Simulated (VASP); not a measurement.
Output of a VASP run:

OUTCAR:
```
 ion  position               nearest neighbor table
   1  0.667  0.333  0.750-   2 2.67   2 2.67   2 2.67   2 2.67   2 2.67   2 2.67
   2  0.333  0.667  0.250-   1 2.67   1 2.67   1 2.67   1 2.67   1 2.67   1 2.67
  LATTYP: Found a hexagonal cell.
 ALAT       =     2.7310629019
 C/A-ratio  =     1.5768165546
 Subroutine PRICEL returns:
 Original cell was already a primitive cell.
 Subroutine GETGRP returns: Found 24 space group operations
The static configuration has the point symmetry D_3d.
 The point group associated with its full space group is D_6h.
The dynamic configuration has the point symmetry D_3d.
 Subroutine INISYM returns: Found 24 space group operations
 Subroutine IBZKPT returns following result:
 Found    198 irreducible k-points:

 Following reciprocal coordinates:
            Coordinates               Weight
  0.000000  0.000000  0.000000      1.000000
  0.058824  0.000000  0.000000      6.000000
  0.117647  0.000000  0.000000      6.000000
  0.176471  0.000000  0.000000      6.000000
  0.235294  0.000000  0.000000      6.000000
  0.294118  0.000000  0.000000      6.000000
  0.352941  0.000000  0.000000      6.000000
  0.411765  0.000000  0.000000      6.000000
  0.470588  0.000000  0.000000      6.000000
  0.058824  0.058824  0.000000      6.000000
  0.117647  0.058824  0.000000     12.000000
  0.176471  0.058824  0.000000     12.000000
  0.235294  0.058824  0.000000     12.000000
  0.294118  0.058824  0.000000     12.000000
  0.352941  0.058824  0.000000     12.000000
  0.411765  0.058824  0.000000     12.000000
  0.470588  0.058824  0.000000      6.000000
  0.117647  0.117647  0.000000      6.000000
  0.176471  0.117647  0.000000     12.000000
  0.235294  0.117647  0.000000     12.000000
  0.294118  0.117647  0.000000     12.000000
  0.352941  0.117647  0.000000     12.000000
  0.411765  0.117647  0.000000     12.000000
  0.176471  0.176471  0.000000      6.000000
  0.235294  0.176471  0.000000     12.000000
  0.294118  0.176471  0.000000     12.000000
  0.352941  0.176471  0.000000     12.000000
  0.411765  0.176471  0.000000      6.000000
  0.235294  0.235294  0.000000      6.000000
  0.294118  0.235294  0.000000     12.000000
  0.352941  0.235294  0.000000     12.000000
  0.294118  0.294118  0.000000      6.000000
  0.352941  0.294118  0.000000      6.000000
  0.000000  0.000000  0.100000      2.000000
  0.058824  0.000000  0.100000     12.000000
  0.117647  0.000000  0.100000     12.000000
  0.176471  0.000000  0.100000     12.000000
  0.235294  0.000000  0.100000     12.000000
  0.294118  0.000000  0.100000     12.000000
  0.352941  0.000000  0.100000     12.000000
   k-points           NKPTS =    198   k-points in BZ     NKDIM =    198   number of bands    NBANDS=     12
   number of dos      NEDOS =    301   number of ions     NIONS =      2
   total plane-waves  NPLWV =   4704
   dimension x,y,z NGX =    14 NGY =   14 NGZ =   24
   dimension x,y,z NGXF=    28 NGYF=   28 NGZF=   48
   ions per type =               2
   PREC   = normal    normal or accurate (medium, high low for compatibility)
   ISTART =      0    job   : 0-new  1-cont  2-samecut
   ICHARG =      2    charge: 1-file 2-atom 10-const
   ISPIN  =      1    spin polarized calculation?
   LNONCOLLINEAR =      F non collinear calculations
   LSORBIT =      F    spin-orbit coupling
   INIWAV =      1    electr: 0-lowe 1-rand  2-diag
   ENCUT  =  400.0 eV  29.40 Ry    5.42 a.u.   4.45  4.45  7.02*2*pi/ulx,y,z
   NELM   =    100;   NELMIN=  4; NELMDL= -5     # of ELM steps
   EDIFF  = 0.1E-04   stopping-criterion for ELM
   LREAL  =      F    real-space projection
   NLSPLINE    = F    spline interpolate recip. space projectors
   LMAXMIX     =    6 max onsite mixed and CHGCAR
   VOSKOWN=      0    Vosko Wilk Nusair interpolation
   EDIFFG = -.3E-01   stopping-criterion for IOM
   NSW    =     20    number of steps for IOM
...
```

File OSZICAR:
```
       N       E                     dE             d eps       ncg     rms          rms(c)
DAV:   1     0.795395388652E+02    0.79540E+02   -0.65612E+03  4760   0.103E+03
DAV:   2    -0.209482578947E+02   -0.10049E+03   -0.90432E+02  5300   0.364E+02
DAV:   3    -0.259413007048E+02   -0.49930E+01   -0.47177E+01  5568   0.680E+01
DAV:   4    -0.260315387641E+02   -0.90238E-01   -0.89384E-01  5124   0.884E+00
DAV:   5    -0.260328049305E+02   -0.12662E-02   -0.12657E-02  5512   0.813E-01    0.247E+01
RMM:   6    -0.248165544132E+02    0.12163E+01   -0.11034E+00  4752   0.968E+00    0.978E+00
RMM:   7    -0.244780306554E+02    0.33852E+00   -0.15668E+00  4762   0.894E+00    0.429E-01
RMM:   8    -0.244820054653E+02   -0.39748E-02   -0.13574E-01  4778   0.503E+00    0.197E+00
RMM:   9    -0.244884715871E+02   -0.64661E-02   -0.63079E-02  4817   0.183E+00    0.881E-01
RMM:  10    -0.244818170651E+02    0.66545E-02   -0.24363E-02  4752   0.223E+00    0.156E-01
RMM:  11    -0.244819410288E+02   -0.12396E-03   -0.23814E-03  4752   0.386E-01    0.360E-01
RMM:  12    -0.244819324364E+02    0.85924E-05   -0.33637E-04  4754   0.144E-01    0.207E-01
RMM:  13    -0.244819378083E+02   -0.53720E-05   -0.64269E-05  3740   0.689E-02
   1 F= -.24481938E+02 E0= -.24481826E+02  d E =-.244819E+02
```

### OUTCAR
```
------------------------ aborting loop because EDIFF is reached ----------------------------------------
  FORCE on cell =-STRESS in cart. coord.  units (eV):
  Direction    XX          YY          ZZ          XY          YZ          ZX
  --------------------------------------------------------------------------------------
  Total       -0.0641346     -0.0641346      0.1169436      0.0000000      0.0000000      0.0000000
  in kB       -3.6939927     -3.6939916      6.7356630      0.0000000      0.0000000      0.0000000
  external PRESSURE =      -0.2174404 kB  Pullay stress =       0.0000000 kB
  volume of cell :       27.82
      direct lattice vectors                 reciprocal lattice vectors
     2.731062902  0.000000000  0.000000000     0.366157806  0.211401339  0.000000000
    -1.365531451  2.365169500  0.000000000     0.000000000  0.422802679  0.000000000
     0.000000000  0.000000000  4.306385195     0.000000000  0.000000000  0.232213319
 POSITION                                       TOTAL-FORCE (eV/Angst)
 -----------------------------------------------------------------------------------
      1.36553      0.78839      3.22979         0.000000     -0.000000      0.000000
     -0.00000      1.57678      1.07660        -0.000000      0.000000      0.000000
 -----------------------------------------------------------------------------------
    total drift:                               -0.000053      0.000031     -0.000029
  FREE ENERGIE OF THE ION-ELECTRON SYSTEM (eV)
  ---------------------------------------------------
  free  energy   TOTEN  =       -24.4819378083 eV

  energy  without entropy=      -24.4816015091  energy(sigma->0) =      -24.48182571

 reached required accuracy - stopping structural energy minimisation
```
(Selected blocks of OUTCAR.)

**POSCAR**
```
Os
1
    2.7310629019     0.0000000000     0.0000000000
   -1.3655314510     2.3651694996     0.0000000000
    0.0000000000     0.0000000000     4.3063851953
Os
2
Direct
  0.6666670000   0.3333330000   0.7500000000
  0.3333330000   0.6666670000   0.2500000000
```

### Question
Reconstruct the remaining input files.

### Answer
Several could match; the one computed here: the input of the run itself, PBEsol GGA, plane waves, VASP's PBE PAW potentials (set 64).

KPOINTS:
```
Automatic mesh
0
Gamma
17 17 10
0 0 0
```

INCAR:
```
SYSTEM = Os
PREC = Normal; ENCUT = 400; LREAL = .FALSE.
LASPH = .TRUE.
EDIFF = 1E-5; NELM = 100; NELMIN = 4
ALGO = Fast; LMAXMIX = 6
ISMEAR = 1; SIGMA = 0.1
GGA = PS
IBRION = 2; NSW = 20; ISIF = 2
EDIFFG = -0.03
LWAVE = .FALSE.; LCHARG = .FALSE.
```

POTCAR, in this order: Os (PBE.64 set). Program: vasp_std.

The compound is Os in the hcp structure. It was relaxed first.
